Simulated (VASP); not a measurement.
Consider the following.

```
CELL_PARAMETERS angstrom
      1.49338    -2.58661     0.00000
      1.49338     2.58661     0.00000
      0.00000     0.00000     4.84330
ATOMIC_POSITIONS crystal
  Mg 0.33333 0.66667 0.25000
  Mg 0.66667 0.33333 0.75000
```

These are PBEsol GGA, VASP's PBE PAW potentials (set 64) (plane waves; VASP) values and carry that method's errors. Run with 500 eV cut-off, 14×14×8 Γ-centred mesh, first-order Methfessel-Paxton smearing of 0.10 eV, potentials Mg.

Energy and stress use the plane-wave basis of the starting cell.

Q: The ions, cell shape and volume at an external pressure of 20.0 GPa are relaxed. Predict the relaxed structure.

A: 
```
CELL_PARAMETERS angstrom
      1.43922    -2.49280     0.00000
      1.43922     2.49280     0.00000
      0.00000     0.00000     4.66620
ATOMIC_POSITIONS crystal
  Mg 0.33333 0.66667 0.25000
  Mg 0.66667 0.33333 0.75000
```
Space group P6_3/mmc (194), at a tolerance of 0.03 Å.

Q: How do energy and volume change from the first to the last step?

A: The energy (σ→0) changes by +179.3 meV/atom and the volume by -10.5 %, in 3 ionic steps.

The compound is Mg in the hcp structure. This run relaxes it under an external pressure of 20 GPa. Symmetry was kept, so distortions that lower it aren't found.
